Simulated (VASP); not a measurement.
# ZnB (Pm-3m) in VASP: single point with PBE0(alpha)

Aim: the single point of ZnB with PBE0(alpha).

Everything below comes from runs of VASP 6.6.1. Logs are shortened: lines on timing, memory, paths and dates and some standing lists are left out, and cuts for length are marked.

### Step 1. The structure

It takes space group Pm-3m (No. 221, cubic). Conventional cell: a = 2.807 Å, b = 2.807 Å, c = 2.807 Å, α = 90.00°, β = 90.00°, γ = 90.00°. Around Zn (site symmetry m-3m) lie 8 B at 2.43 Å. B (site symmetry m-3m) has 8 Zn at 2.43 Å as nearest neighbours.

The cell was built by a generator and needn't be a form met in nature.

### Step 2. Single point, PBE0(alpha)

POSCAR

```
ZnB
1.0
    2.8073700000      0.0000000000      0.0000000000
    0.0000000000      2.8073700000      0.0000000000
    0.0000000000      0.0000000000      2.8073700000
Zn B
1 1
Direct
    0.0000000000      0.0000000000      0.0000000000
    0.5000000000      0.5000000000      0.5000000000
```

INCAR.step1

```
PREC = Accurate
ENCUT = 520
EDIFF = 1E-5
ISMEAR = -1
SIGMA = 0.05
LREAL = F
LASPH = T
NELM = 100
ALGO = Normal
ISIF = 2
LWAVE = T
LCHARG = F
NBANDS = 14
GGA = PE
```

INCAR.step2

```
PREC = Accurate
ENCUT = 520
EDIFF = 1E-7
ISMEAR = -1
SIGMA = 0.05
LREAL = F
LASPH = T
NELM = 100
ALGO = Normal
ISIF = 2
LWAVE = F
LCHARG = F
GGA = PE
LHFCALC = T
AEXX = 0.05
PRECFOCK = Fast
HFRCUT = -1
NBANDS = 14
ISTART = 1
```

KPOINTS

```
Automatic mesh
0
Gamma
  5 5 5
```

Potentials or basis: VASP PAW PBE potentials, release 64 (Zn, B).

Command:

```bash
$ cat potpaw_PBE.64/Zn/POTCAR potpaw_PBE.64/B/POTCAR > POTCAR
$ cp INCAR.step1 INCAR
$ mpirun -np 1 vasp_std > vasp.out
$ cp INCAR.step2 INCAR
$ mpirun -np 1 vasp_std > vasp.out
```

OUTCAR:

```text
PREC = Accurate
   ENCUT = 520
   EDIFF = 1E-7
   ISMEAR = -1
   LREAL = F
   LASPH = T
   NELM = 100
   ISIF = 2
   GGA = PE
   LHFCALC = T
   AEXX = 0.05
   PRECFOCK = Fast
   ISTART = 1

 ion  position               nearest neighbor table
   1  0.000  0.000  0.000-   2 2.43   2 2.43   2 2.43   2 2.43   2 2.43   2 2.43   2 2.43   2 2.43

   2  0.500  0.500  0.500-   1 2.43   1 2.43   1 2.43   1 2.43   1 2.43   1 2.43   1 2.43   1 2.43

  LATTYP: Found a simple cubic cell.
 ALAT       =     2.8073700000

  Lattice vectors:

 A1 = (   2.8073700000,   0.0000000000,   0.0000000000)
 A2 = (   0.0000000000,   2.8073700000,   0.0000000000)
 A3 = (   0.0000000000,   0.0000000000,   2.8073700000)

Analysis of symmetry for initial positions (statically):
=====================================================================
 Subroutine PRICEL returns:
 Original cell was already a primitive cell.

 Routine SETGRP: Setting up the symmetry group for a
 simple cubic supercell.

 Subroutine GETGRP returns: Found 48 space group operations
 (whereof 48 operations were pure point group operations)
 out of a pool of 48 trial point group operations.

The static configuration has the point symmetry O_h .

Analysis of symmetry for dynamics (positions and initial velocities):
=====================================================================
 Subroutine PRICEL returns:
 Original cell was already a primitive cell.

 Routine SETGRP: Setting up the symmetry group for a
 simple cubic supercell.

 Subroutine GETGRP returns: Found 48 space group operations
 (whereof 48 operations were pure point group operations)
 out of a pool of 48 trial point group operations.

The dynamic configuration has the point symmetry O_h .

 Subroutine INISYM returns: Found 48 space group operations
 (whereof 48 operations are pure point group operations),
 and found     1 'primitive' translations

----------------------------------------------------------------------------------------

                                     Primitive cell

  volume of cell :      22.1258

  direct lattice vectors                    reciprocal lattice vectors
     2.807370000  0.000000000  0.000000000     0.356205274  0.000000000  0.000000000
     0.000000000  2.807370000  0.000000000     0.000000000  0.356205274  0.000000000
     0.000000000  0.000000000  2.807370000     0.000000000  0.000000000  0.356205274
[... 86 lines left out ...]
   IALGO  =     38    algorithm
   IMIX   =      1    mixing-type and parameters
     AMIX     =   0.40;   BMIX     =  1.00
     AMIX_MAG =   1.60;   BMIX_MAG =  1.00
  volume/ion in A,a.u.               =      11.06        74.66
  Fermi-wavevector in a.u.,A,eV,Ry     =   1.438155  2.717718 28.140778  2.068289
  Thomas-Fermi vector in A             =   2.557153
   LORBIT       =      0    0 simple, 1 ext, 2 COOP (PROOUT), +10 PAW based schemes
   GGA     = PE    functional components
   LHFCALC =     T    Hartree Fock is set to
   PRECFOCK=fast      Normal, Fast or Accurate (Low or Medium for compatibility)
   ENCUT4O =  -1.0   cutoff for four orbital integrals eV
   NKREDX  =     1    reduce k-point grid by
   NKREDY  =     1    reduce k-point grid by
   NKREDZ  =     1    reduce k-point grid by
   AEXX    =    0.0500 exact exchange contribution
   HFSCREEN=    0.0000 screening length (either q_TF or 0.3 A-1)
   HFSCREENC=   0.0000 screening length for correlation (either q_TF or 0.3 A-1)
   ENCUTFOCK=  -1.0 apply spherical cutoff to Coloumb kernel
   IVDW    =     0    specifies the selected vdW correction
   LEPSILON=     F    determine dielectric tensor
   LRPA    =     F    only Hartree local field effects (RPA)
 non-spin polarized calculation
  energy-cutoff  :      520.00
  volume of cell :       22.13
 maximum number of plane-waves:       619
 NGX is ok and might be reduce to    24
  NGX = 12; NGY = 12; NGZ = 12

 number of electron      15.0000019 magnetization

 Free energy of the ion-electron system (eV)
  ---------------------------------------------------
  ext. energy  EPLUGINS =         0.00000000
  ---------------------------------------------------
  free energy    TOTEN  =        -5.55012805 eV

  energy without entropy =       -5.54021780  energy(sigma->0) =       -5.54517293

 E-fermi :   4.4242     XC(G=0): -11.4055

 val. band max:        4.2354641372   @ k =   0.2000   0.2000   0.0000
 cond. band min:       4.4270166606   @ k =   0.2000   0.2000   0.2000
 fundamental gap:      0.1915525234
 Fermi energy:         4.4241507029

 k-point     1 :       0.0000    0.0000    0.0000
  band No.  band energies     occupation
      1      -8.5425      2.00000
      2      -3.9863      2.00000
      3      -3.9863      2.00000
      4      -3.1442      2.00000
      5      -3.1442      2.00000
      6      -3.1442      2.00000
      7       6.6925      0.00000
      8       6.6925      0.00000
      9       6.6925      0.00000
     10      12.1263      0.00000
     11      14.6179      0.00000
     12      14.6179      0.00000
     13      22.4250      0.00000
     14      22.4250      0.00000
[... 139 lines left out ...]
      1      -4.3665      2.00000
      2      -4.1253      2.00000
      3      -4.1253      2.00000
      4      -3.0066      2.00000
      5      -3.0066      2.00000
      6       0.7909      2.00000
      7       3.7855      1.99999
      8       3.9561      1.99983
      9       3.9561      1.99983
     10       8.4502      0.00000
     11       8.8746      0.00000
     12       8.8746      0.00000
     13      13.7219      0.00000
     14      28.2528      0.00000

------------------------ aborting loop because EDIFF is reached ----------------------------------------

  FORCE on cell =-STRESS in cart. coord.  units (eV):
  Direction    XX          YY          ZZ          XY          YZ          ZX
  --------------------------------------------------------------------------------------
  -------------------------------------------------------------------------------------
  Total       -0.1746302     -0.1746302     -0.1746302     -0.0000000     -0.0000000      0.0000000
  in kB      -12.6453524    -12.6453524    -12.6453524     -0.0000000     -0.0000000      0.0000000
  external PRESSURE =     -12.6453524 kB  Pullay stress =       0.0000000 kB

 VOLUME and BASIS-vectors are now :
 -----------------------------------------------------------------------------
  energy-cutoff  :      520.00
  volume of cell :       22.13
      direct lattice vectors                 reciprocal lattice vectors
     2.807370000  0.000000000  0.000000000     0.356205274  0.000000000  0.000000000
     0.000000000  2.807370000  0.000000000     0.000000000  0.356205274  0.000000000
     0.000000000  0.000000000  2.807370000     0.000000000  0.000000000  0.356205274

 POSITION                                       TOTAL-FORCE (eV/Angst)
 -----------------------------------------------------------------------------------
      0.00000      0.00000      0.00000         0.000000      0.000000      0.000000
      1.40369      1.40369      1.40369         0.000000      0.000000      0.000000
 -----------------------------------------------------------------------------------
    total drift:                                0.000000     -0.000000      0.000000

  FREE ENERGIE OF THE ION-ELECTRON SYSTEM (eV)
  ---------------------------------------------------
  free  energy   TOTEN  =        -5.5501280481 eV

  energy  without entropy=       -5.5402178023  energy(sigma->0) =       -5.54517293
```

OSZICAR.step1:

```text
N       E                     dE             d eps       ncg     rms          rms(c)
DAV:   1     0.507161434345E+02    0.50716E+02   -0.70518E+03   296   0.143E+03
DAV:   2    -0.378562871860E+01   -0.54502E+02   -0.47725E+02   292   0.225E+02
DAV:   3    -0.585049050006E+01   -0.20649E+01   -0.20421E+01   322   0.434E+01
DAV:   4    -0.585909997191E+01   -0.86095E-02   -0.86071E-02   304   0.254E+00
DAV:   5    -0.585911043879E+01   -0.10467E-04   -0.10467E-04   334   0.975E-02    0.573E+00
DAV:   6    -0.542054245251E+01    0.43857E+00   -0.18849E+00   340   0.393E+01    0.504E+00
DAV:   7    -0.537625288495E+01    0.44290E-01   -0.21812E-01   340   0.972E+00    0.238E+00
DAV:   8    -0.536702769460E+01    0.92252E-02   -0.12545E-02   316   0.144E+00    0.451E-01
DAV:   9    -0.536642756147E+01    0.60013E-03   -0.20470E-03   354   0.111E+00    0.499E-02
DAV:  10    -0.536634761969E+01    0.79942E-04   -0.33185E-04   384   0.336E-01    0.163E-02
DAV:  11    -0.536634807332E+01   -0.45363E-06   -0.24001E-05   214   0.823E-02
   1 F= -.53663481E+01 E0= -.53610931E+01  d E =-.105099E-01
```

It took 1.9 min on 1 thread of Intel Xeon Platinum 8259CL at 2.50GHz (Skylake/Cascade Lake), shared host; peak memory 0.14 GiB.

Results:

```
Free energy            : -5.5501 eV
Pressure               : -1.3 GPa
Band gap on the k mesh : none (metal or under the smearing width)
```

Caveat: the k mesh is coarse (spacing up to 0.45 Å⁻¹), so the values aren't converged, least of all with exact exchange; the PAW data sets were made with another functional, which shifts forces and pressure a little.

### Step 3. The reference run

An earlier run on the cell as given: functional PBE; potentials or basis VASP PAW PBE potentials, release 64 (Zn, B); cutoff 520 eV; k mesh 9 × 9 × 9; occupations fermi-dirac, width 0.05 eV; no spin polarisation.

- Pressure: 0.6 GPa
- Band gap on the k mesh: none (metal or under the smearing width)
